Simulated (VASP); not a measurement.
Level of theory: revPBE GGA, VASP's PBE PAW potentials (set 64) (plane waves; VASP 6.6.1).

The input files of a VASP run:

**KPOINTS**
```
Automatic mesh
0
Gamma
17 17 17
0 0 0
```

### POSCAR
```
Ta
1
   -1.6663184907     1.6663184907     1.6663184907
    1.6663184907    -1.6663184907     1.6663184907
    1.6663184907     1.6663184907    -1.6663184907
Ta
1
Direct
  0.0000000000   0.0000000000   0.0000000000
```

### INCAR
```
# general
SYSTEM =Ta
PREC   =Accurate
ENCUT  =520
LREAL  =.False.
LASPH  =.True.

# electronic loop
EDIFF  =1E-7
NELM   =100
ALGO   =Normal
LMAXMIX=6

# smearing
ISMEAR =-5

# functional
GGA    =RE

# ions
ISIF   =2

# output
LWAVE  =.False.
LCHARG =.True.
LORBIT =11
NEDOS  =601
```

POTCAR, in this order: Ta_pv (PBE.64 set). Program: vasp_std.

Q: What will the output report for the number of irreducible k-points (NKPTS), largest plane-wave count, number of space-group operations, FFT grid (NGX, NGY, NGZ)?

A: 
| Quantity | Result |
|---|---|
| number of irreducible k-points (NKPTS) | 165 |
| largest plane-wave count | 531 |
| number of space-group operations | 48 |
| FFT grid (NGX, NGY, NGZ) | 24 × 24 × 24 |

The compound is Ta in the bcc structure. It was relaxed first.
